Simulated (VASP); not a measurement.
Energy against volume of Ca (fcc). Computed with r2SCAN+rVV10, VASP's PBE PAW potentials (set 64) (plane waves; VASP). Settings: 520 eV cut-off, 11×11×11 Γ-centred mesh, first-order Methfessel-Paxton smearing of 0.10 eV, potentials Ca_sv.

```csv
V (Å³/atom),E (eV/atom)
40.125,-6.73603
41.406,-6.74362
42.686,-6.74624
43.967,-6.74454
```

### Question
Fit these four points and predict the energy of the run at 45.247 Å³/atom.

### Answer
A cubic in V^(−2/3), the third-order Birch-Murnaghan form, passes through the four points with V0 = 42.79 Å³/atom and B0 = 18 GPa, and gives -6.7391 eV/atom there. The run gave -6.7391 eV/atom, -0.0 meV/atom from the fit; all five points give B0 = 18 GPa.

The compound is Ca in the fcc structure. It was relaxed first.
